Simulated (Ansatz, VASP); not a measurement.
# Cross-check of TePtSe between VASP and Ansatz

One calculation is typed for both programs; each brings its own data sets. How far apart do they land? The structure shown is the start of the Ansatz relaxation below; VASP solves that cell, so the two are compared at the walk's first step.

Main program and level: Ansatz 0.2.0; plane waves, with VASP 6.6.1 beside it; single point at LDA.

### Step 1. Starting point

The cell holds 3 atoms: 1 Pt, 1 Te and 1 Se. Its edges and angles: a = 3.852 Å, b = 3.852 Å, c = 28.796 Å, α = 90.0°, β = 90.0°, γ = 120.0°. As first built, before any earlier steps moved the atoms (in the runner's words): the Te of the upper face replaced by Se in a single layer of Te2Pt. Vacuum lies along c. The height across the vacuum is the one that the program set for its solve, not the one typed.

### Step 2. Ansatz: relaxation, LDA

Ansatz runs on its default PAW (the set named soft_2) files.

The two programs are compared at the cell with which this relaxation starts, whose forces are those of its first step.

Input file input.yaml:

```yaml
crystal:
  lattice:
    - [3.85232524, 0.0, 0.0]
    - [-1.92616262, 3.33621152, 0.0]
    - [0.0, 0.0, 18.6005]
  atoms:
    - { symbol: Pt, position: [0.33333333, 0.66666667, 0.5] }
    - { symbol: Te, position: [0.66666667, 0.33333333, 0.43284462] }
    - { symbol: Se, position: [0.0, 0.0, 0.56715538] }
  periodic: [true, true, false]
kpoints:
  mp_grid: { grid: [7, 7, 1] }
scf:
  occupations: { method: fermi_dirac, width: 0.05 }
hamiltonian:
  xc: lda
output:
  forces: true
  stress: true
relax:
  f_tol: 0.02
  max_steps: 50
  cell: {}
```

Launch:

```bash
$ ansatz run input.yaml --threads 1 --pin off --max-ram 4096MiB --backend cpu --events-out ev --progress --plain --runs-dir out
```

Numbers of over 12 decimals in the logs are rounded to 6 here.

Log:

```text
Warning: crystal.periodic: the lattice vector that does not repeat stood 0.000° off the slab's normal, 18.601 Å along it as the deck builds it. The run solves the slab on a vector along the normal, 28.796 Å long, with every atom where it was (on the deck's vector they left 16.10 Å outside them, and the widest stretch free of ions among them is 1.25 Å). A fractional position that the run reports is one of the run's ce [...]
crystal.periodic: the lattice vector that does not repeat stood 0.000° off the slab's normal, 18.601 Å along it as the deck builds it. The run solves the slab on a vector along the normal, 28.796 Å long, with every atom where it was (on the deck's vector they left 16.10 Å outside them, and the widest stretch free of ions among them is 1.25 Å). A fractional position that the run reports is one of the run's cell, which [...]
Engine: ansatz 0.2.0, aarch64-unknown-linux-gnu
Pseudopotentials: kind: paw
Pseudopotential: Pt, paw, valence charge 18, recommended cutoff 420 eV (normal), Pt.paw.azcp
Pseudopotential: Te, paw, valence charge 16, recommended cutoff 420 eV (normal), Te.paw.azcp
Pseudopotential: Se, paw, valence charge 16, recommended cutoff 420 eV (normal), Se.paw.azcp
Functional definition: SPW92
  exchange = slater_x
  correlation = pw_c
Crystal: 3 atoms, lattice volume = 370.097 Å³
Basis set: ecut = 420 eV, 7249 PW (Γ)
Bands: 30, of which v1, the nominal top of the filled ones, is band 25 counted from 1 (24 counted from 0)
Symmetry: 6 space group operations
Space group: P3m1 (ITA 156), of the structure as read, at distance tolerance 7.2e-5 Å
k-points: 8 of 49 (time reversal used)
Non-local potential: Pt, projectors of the file, l = 0: 3, l = 1: 2, l = 2: 2, l = 3: 1
Non-local potential: Te, projectors of the file, l = 0: 2, l = 1: 2, l = 2: 2, l = 3: 2
Non-local potential: Se, projectors of the file, l = 0: 2, l = 1: 2, l = 2: 3, l = 3: 1
PAW form: soft (Blöchl's): semilocal exchange-correlation on the pseudo side does not see the compensation charge
PAW frozen core: Pt, regenerated for the run's functional, and the local potential with it (the file was generated under x = pbe(κ = 0.804, μ = 0.219515), c = pbe(β = 0.066725))
PAW frozen core: Te, regenerated for the run's functional, and the local potential with it (the file was generated under x = pbe(κ = 0.804, μ = 0.219515), c = pbe(β = 0.066725))
PAW frozen core: Se, regenerated for the run's functional, and the local potential with it (the file was generated under x = pbe(κ = 0.804, μ = 0.219515), c = pbe(β = 0.066725))
PAW one-centre angular grid: Pt, 590 points (default); XC on 64 Gauss nodes
PAW one-centre angular grid: Te, 590 points (default); XC on 64 Gauss nodes
PAW one-centre angular grid: Se, 590 points (default); XC on 64 Gauss nodes
[...]
SCF iter   2: F=—  HF=-24456.281638 eV  |F-HF|=—  |Δ(HF+E_count)|=   4.84e-5  Δρ=3.15e-4  dr2=5.84e-4  ethr=1.17e-6  ⟨swp⟩=2.9  Hψ=376  notcnv=0
SCF iter   3: F=—  HF=-24456.281563 eV  |F-HF|=—  |Δ(HF+E_count)|=   7.47e-5  Δρ=1.77e-4  dr2=1.44e-4  ethr=1.17e-6  ⟨swp⟩=2.6  Hψ=327  notcnv=0
SCF iter   4: F=—  HF=-24456.281525 eV  |F-HF|=—  |Δ(HF+E_count)|=   3.81e-5  Δρ=1.12e-4  dr2=1.80e-4  ethr=2.87e-7  ⟨swp⟩=3.1  Hψ=391  notcnv=0
SCF iter   5: F=—  HF=-24456.281512 eV  |F-HF|=—  |Δ(HF+E_count)|=   1.29e-5  Δρ=4.83e-5  dr2=2.78e-5  ethr=2.87e-7  ⟨swp⟩=2.0  Hψ=288  notcnv=0
SCF iter   6: F=—  HF=-24456.281510 eV  |F-HF|=—  |Δ(HF+E_count)|=   2.24e-6  Δρ=1.13e-5  dr2=1.63e-6  ethr=5.57e-8  ⟨swp⟩=2.1  Hψ=324  notcnv=0
SCF iter   7: F=-24456.281510 eV  HF=-24456.281510 eV  |F-HF|=7.46e-10  |Δ(HF+E_count)|=   1.62e-7  Δρ=1.47e-6  dr2=6.35e-9  ethr=6.00e-10  ⟨swp⟩=5.2  Hψ=1254  notcnv=0
SCF 4 converged in 7 iterations: F = -24456.281510 eV  dr2 = 6.35e-9
relax step   4: F+E_penalty+E_count = -24456.28150976 eV  Δ(F+E_penalty+E_count) = -3.125e-3 eV  max|allowed force component| = 2.321e-2 eV/Å  Δτ_max = 0.0087 Å  P = -0.201 N/m  Ω = 363.459 Å³  energy of the carried Pulay correction = +3.326e-4 eV  fix = [c, alpha, beta]  reactions: c -0.000 N/m  (7 SCF iters, dr2 threshold 3.00e-7 eV, accepted)
[...]
relax step   5: F+E_penalty+E_count = -24456.28177140 eV  Δ(F+E_penalty+E_count) = -2.616e-4 eV  max|allowed force component| = 2.229e-2 eV/Å  Δτ_max = 0.0015 Å  P = +0.047 N/m  Ω = 362.173 Å³  energy of the carried Pulay correction = +3.977e-4 eV  fix = [c, alpha, beta]  reactions: c +0.000 N/m  (6 SCF iters, dr2 threshold 6.49e-8 eV, accepted)
[...]
relax step   6: F+E_penalty+E_count = -24456.28179384 eV  Δ(F+E_penalty+E_count) = -2.244e-5 eV  max|allowed force component| = 2.944e-4 eV/Å  Δτ_max = 0.0013 Å  P = -0.000 N/m  Ω = 362.262 Å³  energy of the carried Pulay correction = +3.932e-4 eV  fix = [c, alpha, beta]  reactions: c -0.000 N/m  (5 SCF iters, dr2 threshold 3.10e-8 eV, accepted)
[...]
relax step   7: F+E_penalty+E_count = -24456.28142351 eV  Δ(F+E_penalty+E_count) = +3.703e-4 eV  max|allowed force component| = 3.885e-4 eV/Å  Δτ_max = 0.0000 Å  P = -0.000 N/m  Ω = 362.262 Å³  fix = [c, alpha, beta]  reactions: c -0.000 N/m  stress off target by 4.89e-4 N/m on what of the cell is left free  SCF on the basis re-selected at this cell (its energy is not comparable with the rows above)  (8 SCF iters)
basis re-selected at this cell: Δ(F+E_penalty+E_count) = +3.703e-4 eV, ΔP = -0.000 N/m vs the last step (what re-selecting the basis moved, of the pressure what is left beyond the Pulay correction that the steps carried, after the strain that the cell walked since its last selection, with what the two solves' SCF thresholds leave and, on support functions, any second-order correction that the steps lacked; it is no m [...]
SCF converged after 8 iterations
Free energy (F): -24456.281424 eV
Harris-Foulkes:  -24456.281424 eV  (|F-HF|=5.09e-11)
Internal energy: -24456.281413 eV  (E = F + TS)
E sigma→0 (E₀):  -24456.281418 eV
Entropy (-TS):   -0.000011 eV (-0.004 meV/atom)
Fermi energy:    -4.934511 eV
--- Per-component energies (eV) ---
  E_band       = -1737.998980
  E_kinetic    = 941.076426
  E_local      = -110760.277551  (includes V_loc(G=0)·N_el)
  E_nonlocal   = -686.785619
  E_hartree    = 54870.582022
  E_xc         = -488.404461
  E_vxc        = -506.872466  (∫ρ·V_xc dr)
  E_paw        = -15515.846494  (= ΣΔE_a)
  E_vpaw       = -466.303077  (= ΣTr[D̂ρ^β])
  E_aug_tail   = -0.000639  (compensation charges beyond the density's cutoff)
  E_ewald      = 47180.015011
  E_core_change = 3.359893  (= ΣΔE_core)
  E_smearing   = -0.000011  (= −TS)
  E_closure    = -0.000000  (closes the sum)
  Σ components = -24456.281424   (vs F -24456.281424, Δ=0.00e0)
--- Forces (eV/Å), atoms counted from 1 ---
  atom   1  Pt    -0.00000000     0.00000000    -0.00024327
  atom   2  Te     0.00000000    -0.00000000    -0.00020587
  atom   3  Se     0.00000000     0.00000000     0.00035818
  max |Σ_I F_I| component: 9.10e-5 eV/Å
--- 2D stress c σ (N/m, compression-positive) ---
       -0.000489      -0.000000       0.000000
       -0.000000      -0.000489       0.000000
        0.000000       0.000000      -0.000000
  P = ½ c Tr σ = -0.0005 N/m
--- Relaxed structure (6 steps of the walk, 5 accepted, 1 SCFs on fresh bases) ---
  F+E_penalty+E_count = -24456.28142351 eV   max|allowed force component| = 3.885e-4 eV/Å   (the final SCF, on the basis selected at the relaxed cell)
  cell:  # Å, volume = 362.2615 Å³
    - [3.811325, -1.5173187609217287e-18, 0]
    - [-1.905662, 3.300704, 0]
    - [0, 0, 28.796495]
  atoms:
    - { symbol: Pt, position: [0.333333, 0.666667, 0.324442] }
    - { symbol: Te, position: [0.666667, 0.333333, 0.275996] }
    - { symbol: Se, position: [1.7540748391389486e-18, 0, 0.368456] }
```

The column dr2 measures how far the density is from self-consistency, as an energy; F and HF (Harris–Foulkes) agree once it is small.

### Step 3. VASP: single point, LDA, start cell

The same cell, functional (in two slightly different forms), mesh and smearing now go to VASP, with its own data sets.

Lines of VASP's logs that name or quote its potential files are left out, and so is its time.

Input file INCAR:

```
SYSTEM = TePtSe
PREC = Accurate
ENCUT = 400
EDIFF = 1E-06
NELM = 120
ISMEAR = -1
SIGMA = 0.05
LREAL = .FALSE.
ALGO = Normal
GGA = CA
NBANDS = 17
LASPH = .TRUE.
LORBIT = 11
LWAVE = .FALSE.
LCHARG = .FALSE.
ISIF = 2
LDIPOL = .TRUE.
IDIPOL = 3
DIPOL = 0.5 0.5 0.323
LVHAR = .TRUE.
GGA_COMPAT = .FALSE.
EFERMI = MIDGAP
NELMDL = -8
```

Input file POSCAR:

```
TePtSe
1.0
    3.8523250000      0.0000000000      0.0000000000
   -1.9261630000      3.3362120000      0.0000000000
    0.0000000000      0.0000000000     28.7964950000
Pt Te Se
1 1 1
Direct
    0.3333333699      0.6666665668      0.3229646525
    0.6666668897      0.3333334332      0.2795870122
    0.0000000000      0.0000000000      0.3663422927
```

Input file KPOINTS:

```
Automatic mesh
0
Gamma
7 7 1
0 0 0
```

PAW data sets: Pt, Te and Se (LDA family, release 64).

Launch:

```bash
$ mpirun -np 1 vasp_std
```

Log:

```text
[banner, memory and clock lines left out]
running    1 mpi-ranks, on    1 nodes
 distrk:  each k-point on    1 cores,    1 groups
 distr:  one band on    1 cores,    1 groups

 POSCAR found type information on POSCAR PtTeSe
 POSCAR found :  3 types and       3 ions
 LDA part: xc-table for (Slater(with rela. corr.)+CA(PZ))
 , standard interpolation
 POSCAR, INCAR and KPOINTS ok, starting setup
 FFT: planning ... GRIDC
 FFT: planning ... GRID_SOFT
 FFT: planning ... GRID
 WAVECAR not read
 entering main loop
       N       E                     dE             d eps       ncg     rms          rms(c)
DAV:   1     0.158390676310E+03    0.15839E+03   -0.59085E+03   272   0.729E+02
DAV:   2    -0.167444164551E+00   -0.15856E+03   -0.14994E+03   466   0.146E+02
DAV:   3    -0.167632524411E+02   -0.16596E+02   -0.16428E+02   346   0.618E+01
DAV:   4    -0.169987177044E+02   -0.23547E+00   -0.23526E+00   398   0.895E+00
DAV:   5    -0.170037561202E+02   -0.50384E-02   -0.50376E-02   415   0.119E+00
DAV:   6    -0.170039697655E+02   -0.21365E-03   -0.21364E-03   423   0.194E-01
DAV:   7    -0.170039709257E+02   -0.11601E-05   -0.11602E-05   415   0.150E-02
DAV:   8    -0.170039709541E+02   -0.28484E-07   -0.28283E-07   319   0.220E-03    0.136E+01
DAV:   9    -0.163975176032E+02    0.60645E+00   -0.38710E+00   379   0.172E+01    0.834E+00
DAV:  10    -0.162991311831E+02    0.98386E-01   -0.12917E+00   344   0.101E+01    0.310E+00
DAV:  11    -0.162245984855E+02    0.74533E-01   -0.15966E-01   365   0.373E+00    0.622E-01
DAV:  12    -0.162219760258E+02    0.26225E-02   -0.35404E-02   386   0.141E+00    0.236E-01
DAV:  13    -0.162219962403E+02   -0.20214E-04   -0.13648E-03   384   0.263E-01    0.246E-01
DAV:  14    -0.162222395757E+02   -0.24334E-03   -0.57853E-04   353   0.189E-01    0.173E-01
[...]
DAV:  19    -0.162220553259E+02   -0.26251E-05   -0.64119E-06   383   0.234E-02    0.715E-03
DAV:  20    -0.162220655384E+02   -0.10212E-04   -0.14326E-06   281   0.540E-03    0.466E-03
DAV:  21    -0.162220829605E+02   -0.17422E-04   -0.22397E-06   274   0.515E-03    0.701E-03
DAV:  22    -0.162220911363E+02   -0.81758E-05   -0.75873E-07   292   0.465E-03    0.177E-03
DAV:  23    -0.162220954238E+02   -0.42874E-05   -0.39151E-07   279   0.203E-03    0.379E-03
DAV:  24    -0.162220968773E+02   -0.14536E-05   -0.12470E-07   308   0.221E-03    0.123E-03
DAV:  25    -0.162220981533E+02   -0.12759E-05   -0.37453E-08   280   0.643E-04    0.198E-03
DAV:  26    -0.162220987497E+02   -0.59643E-06   -0.28655E-08   307   0.955E-04
   1 F= -.16222099E+02 E0= -.16222097E+02  d E =-.348879E-05
```

From OUTCAR (step 3):

```text
ion  position               nearest neighbor table
   1  0.333  0.667  0.323-   2 2.55   3 2.55   3 2.55   2 2.55   3 2.55   2 2.55
   2  0.667  0.333  0.280-   1 2.55   1 2.55   1 2.55
   3  0.000  0.000  0.366-   1 2.55   1 2.55   1 2.55

  LATTYP: Found a hexagonal cell.
 ALAT       =     3.8523250000
 C/A-ratio  =     7.4750949102

 Subroutine GETGRP returns: Found  6 space group operations
 (whereof  6 operations were pure point group operations)

The static configuration has the point symmetry C_3v.

 Found      8 irreducible k-points:

   k-points           NKPTS =      8   k-points in BZ     NKDIM =      8   number of bands    NBANDS=     17

   dimension x,y,z NGX =    28 NGY =   28 NGZ =  192
   dimension x,y,z NGXF=    56 NGYF=   56 NGZF=  384

   ENCUT  =  400.0 eV  29.40 Ry    5.42 a.u.   6.28  6.28 46.96*2*pi/ulx,y,z

   NELECT =      22.0000    total number of electrons

 k-points in reciprocal lattice and weights: Automatic mesh
   0.00000000  0.00000000  0.00000000       0.020
   0.14285714  0.00000000  0.00000000       0.122
   0.28571429 -0.00000000  0.00000000       0.122
   0.42857143 -0.00000000  0.00000000       0.122
   0.14285714  0.14285714  0.00000000       0.122
   0.28571429  0.14285714  0.00000000       0.245
   0.42857143  0.14285714  0.00000000       0.122
   0.28571429  0.28571429  0.00000000       0.122

 dipolmoment           0.000000      0.000000      0.046915 electrons x Angstroem

 average (electrostatic) potential at core
       1 -77.7526       2 -98.4784       3 -67.5250

 E-fermi :  -2.6278

 k-point     1 :       0.0000    0.0000    0.0000
  band No.  band energies     occupation
    ...
      7      -6.6915      2.00000
      8      -4.7300      2.00000
      9      -3.8506      2.00000
     10      -3.3963      2.00000
     11      -3.3963      2.00000
     12      -0.2865      0.00000
     13      -0.2865      0.00000
     14       0.6978      0.00000
     15       1.6193      0.00000
     16       1.8860      0.00000
    ...

 k-point     2 :       0.1429    0.0000    0.0000
  band No.  band energies     occupation
    ...
      7      -6.8155      2.00000
      8      -5.3086      2.00000
      9      -3.7459      2.00000
     10      -3.5518      2.00000
     11      -3.4527      2.00000
     12      -1.5855      0.00000
     13      -0.6064      0.00000
     14       1.3151      0.00000
     15       2.1198      0.00000
     16       2.2258      0.00000
    ...

 k-point     3 :       0.2857   -0.0000    0.0000
  band No.  band energies     occupation
    ...
      7      -6.9123      2.00000
      8      -5.9330      2.00000
      9      -4.5961      2.00000
     10      -4.2863      2.00000
     11      -3.5646      2.00000
     12      -2.0320      0.00001
     13      -0.7372      0.00000
     14       1.1090      0.00000
     15       2.2545      0.00000
     16       2.9208      0.00000
    ...

  Total        1.3310129      1.3310135      2.0363582     -0.0000002      0.0000000      0.0000000
  in kB        5.7620452      5.7620476      8.8155327     -0.0000009      0.0000000      0.0000000
  external PRESSURE =       6.7798752 kB  Pullay stress =       0.0000000 kB

  energy-cutoff  :      400.00
  volume of cell :      370.10
      direct lattice vectors                 reciprocal lattice vectors
     3.852325000  0.000000000  0.000000000     0.259583498  0.149870611  0.000000000
    -1.926163000  3.336212000  0.000000000     0.000000000  0.299741144  0.000000000
     0.000000000  0.000000000 28.796495000     0.000000000  0.000000000  0.034726448

 POSITION                                       TOTAL-FORCE (eV/Angst)
 -----------------------------------------------------------------------------------
     -0.00000      2.22414      9.30025        -0.000000     -0.000000      1.111486
      1.92616      1.11207      8.05113         0.000000      0.000000     -1.379864
      0.00000      0.00000     10.54937        -0.000000      0.000000      0.268378
 -----------------------------------------------------------------------------------
    total drift:                               -0.000259      0.000021     -0.000105

  FREE ENERGIE OF THE ION-ELECTRON SYSTEM (eV)
  ---------------------------------------------------
  free  energy   TOTEN  =       -16.2220987497 eV

  energy  without entropy=      -16.2220952609  energy(sigma->0) =      -16.22209701

 vacuum level on the upper side and lower side of the slab         2.586         1.926

 total charge
# of ion       s       p       d       tot
------------------------------------------
    1        0.711   0.751   8.106   9.567
    2        1.388   1.961   0.087   3.436
    3        1.485   2.244   0.053   3.782
--------------------------------------------------
tot          3.583   4.956   8.246  16.786

[... 3 further parts left out ...]
```

### Step 4. Comparison

Known differences besides the potentials themselves: the two LDA forms differ slightly; Ansatz cuts the interaction across the vacuum, VASP repeats the sheet with a dipole correction; the data sets hold 50 valence electrons in Ansatz (on its default PAW (the set named soft_2) files) and 22 in VASP; the cutoff is 420 eV in Ansatz and 400 eV in VASP; VASP's log shows a relativistic correction to its local exchange, Ansatz's none. Total energies have different zeros and are not compared.

Forces (eV/Å; atoms numbered as in POSCAR):

| atom | Ansatz x, y, z | VASP x, y, z |
| --- | --- | --- |
| Pt1 | 0.000, 0.000, 1.116 | 0.000, 0.000, 1.111 |
| Te2 | 0.000, 0.000, -1.343 | 0.000, 0.000, -1.380 |
| Se3 | 0.000, 0.000, 0.228 | 0.000, 0.000, 0.268 |

The forces differ by 18 meV/Å r.m.s., which is 3.1 % of the r.m.s. force of 0.597 eV/Å (both taken over all components). With vacuum in the cell, a pressure given here is an average over mostly empty space and none of the material.

### Step 5. Summary of results

```
r.m.s. force difference (single point, LDA, start cell) : 3.1 % of the r.m.s. force
```

In words: The r.m.s. force difference is 3.1 % of the r.m.s. force (single point, LDA, start cell), at about the 3 % picked in this series as the mark of a large difference. The data sets hold unlike numbers of valence electrons (50 in Ansatz and 22 in VASP), so part of the differences comes from the potentials. What causes the difference of the single point, LDA, start cell pair stays open here. 1 further run of this series is not shown here. Such differences can come from data sets, numerical settings and the points named under the comparisons, not from the functional's error against experiment.

[Lines on the potential files, build, host, timing and source positions are cut from VASP's logs without a mark.]

[Logs are printed without paths, hosts, clocks, repeated set-up lines and the standing remarks that a program may print on its own settings, such as how far it seeks lower states.]

[Hosts, paths, dates, database ids (printed as entryN), source tags and the programs' standing remarks are cut or masked in the printed files.]
